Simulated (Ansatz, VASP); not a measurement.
# Cross-check of W (W(100), 7 layers) between VASP and Ansatz, part 2 of 2

One calculation is typed for both programs; each brings its own data sets. How far apart do they land? Of the first pair: The structure shown is the start of the Ansatz relaxation below; VASP solves that cell, so the two are compared at the walk's first step.

VASP 6.6.1 and Ansatz 0.2.0.

So far: Set-up; Ansatz: relaxation, PBE; VASP: single point, PBE, start cell, pair 1.

### Step 4. Differences

Known differences besides the potentials themselves: the data sets hold 98 valence electrons in Ansatz (on its default PAW (the set named soft_2) files) and 42 in VASP; the cutoff is 420 eV in Ansatz and 520 eV in VASP. Total energies have different zeros and are not compared.

Forces (eV/Å; atoms numbered as in POSCAR):

```csv
atom,"Ansatz x, y, z","VASP x, y, z"
W1,"0.000, 0.000, 1.405","0.000, 0.000, 1.636"
W2,"0.000, 0.000, -1.696","0.000, 0.000, -1.716"
W3,"0.000, 0.000, -0.011","0.000, 0.000, 0.000"
W4,"0.000, 0.000, 0.000","0.000, 0.000, 0.000"
W5,"0.000, 0.000, 0.011","0.000, 0.000, 0.000"
W6,"0.000, 0.000, 1.696","0.000, 0.000, 1.716"
W7,"0.000, 0.000, -1.405","0.000, 0.000, -1.636"
```

The forces differ by 72 meV/Å r.m.s., which is 9.8 % of the r.m.s. force of 0.732 eV/Å (both taken over all components). Where the cell holds vacuum, a pressure given here is an average over it and none of the material.

### Step 5. Other set-ups

Further runs change the set-up of one program: Ansatz's method, potentials or start, or VASP's data sets, cutoff or form of LDA. The table gives that difference for each run.

```
                                                run  r.m.s. force difference (meV/Å)
                                           as above                               72
VASP with the data sets W_sv and a cutoff of 400 eV                               11
```

### Step 6. Ansatz: relaxation, PBE

This run makes the geometry at which the two programs are then compared.

The structure compared here is the end of the Ansatz relaxation.

This is the run of step 2 again, met here at its other cell.

### Step 7. VASP: single point, PBE, relaxed atoms in a fixed cell, pair 2

The same cell, functional, mesh and smearing now go to VASP, with its own data sets.

File INCAR:

```
SYSTEM = W
PREC = Accurate
ENCUT = 520
EDIFF = 1E-06
NELM = 120
ISMEAR = -1
SIGMA = 0.1
LREAL = .FALSE.
ALGO = Normal
GGA = PE
NBANDS = 28
LASPH = .TRUE.
LORBIT = 11
LWAVE = .FALSE.
LCHARG = .FALSE.
ISIF = 2
LDIPOL = .TRUE.
IDIPOL = 3
DIPOL = 0.5 0.5 0.5
LVHAR = .TRUE.
GGA_COMPAT = .FALSE.
NELMDL = -8
KPAR = 2
```

File POSCAR:

```
W
1.0
    3.1600000000      0.0000000000      0.0000000000
    0.0000000000      3.1600000000      0.0000000000
    0.0000000000      0.0000000000     25.4800000000
W
7
Direct
    0.0000000000      0.0000000000      0.3175304911
    0.5000000000      0.5000000000      0.3737603638
    0.0000000000      0.0000000000      0.4379905808
    0.5000000000      0.5000000000      0.5000000000
    0.0000000000      0.0000000000      0.5620094192
    0.5000000000      0.5000000000      0.6262396362
    0.0000000000      0.0000000000      0.6824695090
```

File KPOINTS:

```
Automatic mesh
0
Gamma
8 8 1
0 0 0
```

PAW data sets: W (PBE family, release 64).

On the command line:

```console
mpirun -np 2 vasp_std
```

Numbers of over 12 decimals in the logs are rounded to 6 here.

The program printed:

```text
[... set-up lines as in an earlier step ...]
 entering main loop
       N       E                     dE             d eps       ncg     rms          rms(c)
DAV:   1     0.207592311472E+03    0.20759E+03   -0.16376E+04   840   0.122E+03
DAV:   2    -0.653862892943E+02   -0.27298E+03   -0.26106E+03  1172   0.274E+02
DAV:   3    -0.906491203902E+02   -0.25263E+02   -0.24298E+02  1116   0.757E+01
DAV:   4    -0.924405031745E+02   -0.17914E+01   -0.17112E+01  1348   0.170E+01
[...]
DAV:  31    -0.862296147277E+02   -0.28802E-05   -0.12922E-07   580   0.188E-03    0.128E-03
DAV:  32    -0.862296164278E+02   -0.17001E-05   -0.96983E-08   584   0.159E-03    0.900E-04
DAV:  33    -0.862296170192E+02   -0.59139E-06   -0.37676E-08   552   0.744E-04
   1 F= -.86229617E+02 E0= -.86133948E+02  d E =-.191337E+00
```

Parts of OUTCAR (step 7):

```text
  Total       -3.5509237     -3.5509237     -1.7559643      0.0000000     -0.0000000      0.0000000
  in kB      -22.3603366    -22.3603366    -11.0573913      0.0000000     -0.0000000      0.0000000
  external PRESSURE =     -18.5926882 kB  Pullay stress =       0.0000000 kB

 POSITION                                       TOTAL-FORCE (eV/Angst)
 -----------------------------------------------------------------------------------
      0.00000      0.00000      8.09068         0.000000     -0.000000      0.293545
      1.58000      1.58000      9.52341        -0.000000      0.000000     -0.123537
      0.00000      0.00000     11.16000        -0.000000     -0.000000     -0.074442
      1.58000      1.58000     12.74000        -0.000000     -0.000000     -0.000000
      0.00000      0.00000     14.32000        -0.000000     -0.000000      0.074442
      1.58000      1.58000     15.95659         0.000000      0.000000      0.123537
      0.00000      0.00000     17.38932        -0.000000     -0.000000     -0.293545
 -----------------------------------------------------------------------------------
    total drift:                                0.000000     -0.000000     -0.000001

  FREE ENERGIE OF THE ION-ELECTRON SYSTEM (eV)
  ---------------------------------------------------
  free  energy   TOTEN  =       -86.2296170192 eV

  energy  without entropy=      -86.0382797621  energy(sigma->0) =      -86.13394839

[... 2 parts as in an earlier step ...]

[... 1 further part left out ...]
[key lines of the parts left out:]
E-fermi :   1.0919
```

### Step 8. Comparison

What differs besides the data sets and the points named for the pairs above, as far as they apply: the data sets hold 98 valence electrons in Ansatz (on its default PAW (the set named soft_2) files) and 42 in VASP. Total energies have different zeros and are not compared.

Compared:

| quantity | Ansatz | VASP | difference |
| --- | --- | --- | --- |
| work function, lower of the two faces (eV) | 4.14 | 4.15 | -0.01 |
| work function, higher of the two faces (eV) | 4.14 | 4.15 | -0.01 |

Forces (eV/Å; atoms numbered as in POSCAR):

```
atom        Ansatz x, y, z          VASP x, y, z
  W1   0.000, 0.000, 0.000   0.000, 0.000, 0.294
  W2  0.000, 0.000, -0.010  0.000, 0.000, -0.124
  W3  0.000, 0.000, -0.122  0.000, 0.000, -0.074
  W4   0.000, 0.000, 0.000   0.000, 0.000, 0.000
  W5   0.000, 0.000, 0.122   0.000, 0.000, 0.074
  W6   0.000, 0.000, 0.010   0.000, 0.000, 0.124
  W7   0.000, 0.000, 0.000  0.000, 0.000, -0.294
```

The forces differ by 98 meV/Å r.m.s., which is 97.3 % of the r.m.s. force of 0.101 eV/Å (both taken over all components). Where the cell holds vacuum, a pressure given here is an average over it and none of the material.

### Step 9. Outcome

| Item | Value |
| --- | --- |
| r.m.s. force difference (single point, PBE, start cell, pair 1) | 9.8 % of the r.m.s. force |
| r.m.s. force difference (single point, PBE, relaxed atoms in a fixed cell, pair 2) | 98 meV/Å |

What this shows: The r.m.s. force difference is 98 meV/Å (single point, PBE, relaxed atoms in a fixed cell, pair 2), beyond the 12 meV/Å picked in this series as the mark of a large difference. The data sets hold unlike numbers of valence electrons (98 in Ansatz and 42 in VASP), so part of the differences may come from the potentials. Single point, PBE, start cell, pair 1, VASP with the data sets W_sv and a cutoff of 400 eV: r.m.s. force difference goes from 72 to 11 meV/Å. What causes the difference of the single point, PBE, relaxed atoms in a fixed cell, pair 2 pair stays open here. Such differences can come from data sets, numerical settings and the points named under the comparisons, not from the functional's error against experiment.

[Lines on the potential files, build, host, timing and source positions are cut from VASP's logs without a mark.]

[Logs are printed without paths, hosts, clocks, repeated set-up lines and the standing remarks that a program may print on its own settings, such as how far it seeks lower states.]

[Hosts, paths, dates, database ids (printed as entryN), source tags and the programs' standing remarks are cut or masked in the printed files.]
